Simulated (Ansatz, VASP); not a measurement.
Two plane-wave programs on HfBr

Contents of INCAR:

```
ALGO = Normal
EDIFF = 1E-7
ENCUT = 520
GGA = PE
ISIF = 2
ISMEAR = 0
LASPH = T
LCHARG = F
LREAL = F
LWAVE = F
NBANDS = 16
NELM = 100
PREC = Accurate
SIGMA = 0.1
```

Contents of KPOINTS:

```
k-points
0
Gamma
  6 6 6
```

Contents of POSCAR:

```
HfBr
1.0
    0.0000000000      2.9236439196      2.9236439196
    2.9236439196      0.0000000000      2.9236439196
    2.9236439196      2.9236439196      0.0000000000
Hf Br
1 1
Direct
    0.0000000000      0.0000000000      0.0000000000
    0.5000000000      0.5000000000      0.5000000000
```

Input for Ansatz:

```yaml
crystal:
  lattice:
    - [0.0, 2.9236439196, 2.9236439196]
    - [2.9236439196, 0.0, 2.9236439196]
    - [2.9236439196, 2.9236439196, 0.0]
  atoms:
    - { symbol: Hf, position: [0.0, 0.0, 0.0] }
    - { symbol: Br, position: [0.5, 0.5, 0.5] }
basis:
  ecutwfc: 420
kpoints:
  mp_grid: { grid: [6, 6, 6] }
hamiltonian:
  xc: pbe
scf:
  occupations: { method: gaussian, width: 0.1 }
  lower_state_search: "off"
output:
  forces: true
  stress: true
  eigenvalues: true
```

Alike in both runs: task single point; functional PBE; k mesh 6 × 6 × 6; occupations gaussian, width 0.1 eV; no spin polarisation.

|  | VASP | Ansatz |
| --- | --- | --- |
| version | VASP 6.6.1 | Ansatz 0.2.0 |
| potentials or method | VASP PAW PBE potentials, release 64 (Hf_pv, Br) | scalar-relativistic, plane waves, PAW |
| plane-wave cutoff (eV) | 520 | 420 |
| valence electrons in the cell | 17 | 33 |

Ansatz gave:

| Quantity | Value |
| --- | --- |
| gap on the k mesh at the Fermi level (eV) | none |
| pressure (GPa) | -6.5 |

Question: What did VASP give for the same quantities?

Answer: gap on the k mesh at the Fermi level (eV): none; pressure (GPa): -6.9.

A gap of «none» marks a metal or a gap that the smearing closes. With one functional, cell and mesh, what is left measures potentials, basis and numerics. The two sets of potentials don't hold the same shells in valence.

Caveats: an odd number of electrons without spin polarisation forces a metal; a magnetic or distorted state may lie lower. Spin-orbit coupling is left out, which matters for the levels of Hf.
